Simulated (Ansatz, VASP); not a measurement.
## LaAs: VASP beside Ansatz

File INCAR:

```
SYSTEM = LaAs
ALGO = Normal ; EDIFF = 1E-6
EDIFFG = -0.005 ; ENCUT = 600
GGA = CA ; IBRION = 2
ISIF = 3 ; ISMEAR = 0
LASPH = .TRUE. ; LCHARG = .FALSE.
LREAL = .FALSE. ; LWAVE = .FALSE.
NELM = 80 ; NSW = 70
PREC = Accurate ; SIGMA = 0.1
```

KPOINTS

```
k-points
0
G
  12 12 12
  0 0 0
```

The input POSCAR:

```
LaAs
1.0
    0.0000000000      3.0977962667      3.0977962667
    3.0977962667      0.0000000000      3.0977962667
    3.0977962667      3.0977962667      0.0000000000
La As
1 1
Direct
    0.5000000000      0.5000000000      0.5000000000
    0.0000000000      0.0000000000      0.0000000000
```

Input for Ansatz:

```yaml
crystal:
  lattice:
    - [0.0, 3.0977962667, 3.0977962667]
    - [3.0977962667, 0.0, 3.0977962667]
    - [3.0977962667, 3.0977962667, 0.0]
  atoms:
    - { symbol: La, position: [0.5, 0.5, 0.5] }
    - { symbol: As, position: [0.0, 0.0, 0.0] }
basis:
  ecutwfc: 420
kpoints:
  mp_grid: { grid: [12, 12, 12] }
hamiltonian:
  xc: lda
scf:
  occupations: { method: gaussian, width: 0.1 }
output:
  forces: true
  stress: true
  eigenvalues: true
relax:
  adjacent_minimum: "off"
  f_tol: 0.005
  max_steps: 50
  cell: { stress_tol: 0.05 }
```

Alike in both runs: task relaxation of cell and atoms; functional LDA; k mesh 12 × 12 × 12; occupations gaussian, width 0.1 eV; no spin polarisation.

|  | VASP | Ansatz |
| --- | --- | --- |
| version | VASP 6.6.1 | Ansatz 0.2.0 |
| potentials or method | VASP PAW LDA potentials, release 64 (La, As) | scalar-relativistic, plane waves, PAW |
| plane-wave cutoff (eV) | 600 | 420 |
| valence electrons in the cell | 16 | 26 |

|  | VASP | Ansatz | Ansatz less VASP |
| --- | --- | --- | --- |
| gap on the k mesh at the Fermi level, each at its own relaxed structure (eV) | none | none | - |
| relaxed volume (Å³/atom) | 27.91 | 27.88 | -0.026 |
| relaxed cell length with the largest relative difference (Å) | 4.290 | 4.288 | -0.0013 |
| energy change over the relaxation (meV/atom) | -25 | -26 | -1.0 |

A gap of «none» marks a metal or a gap that the smearing closes. The two sets of potentials don't hold the same shells in valence.

Spin-orbit coupling is left out, which matters for the levels of La. Zero-point motion and thermal expansion aren't in these numbers. LDA usually gives volumes a few per cent too small.
